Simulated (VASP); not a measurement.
Here is the system:

```yaml
crystal:
  lattice:
    - [0.00000, 2.98996, 2.98996]
    - [2.98996, 0.00000, 2.98996]
    - [2.98996, 2.98996, 0.00000]
  atoms:
    - { symbol: Sr, position: [0.00000, 0.00000, 0.00000] }
```

Computed with PBE GGA with D4 dispersion, VASP's PBE PAW potentials (set 64) (plane waves; VASP). Settings: 520 eV cut-off, 9×9×9 Γ-centred mesh, tetrahedra with Blöchl corrections, potentials Sr_sv.

### Question
Predict the energy per atom (σ→0).

### Answer

```json
{
  "energy per atom (σ→0)": "-1.780 eV/atom"
}
```

Total energies compare only between runs with the same potentials, cut-off and functional.

The compound is Sr in the fcc structure. It was relaxed first.
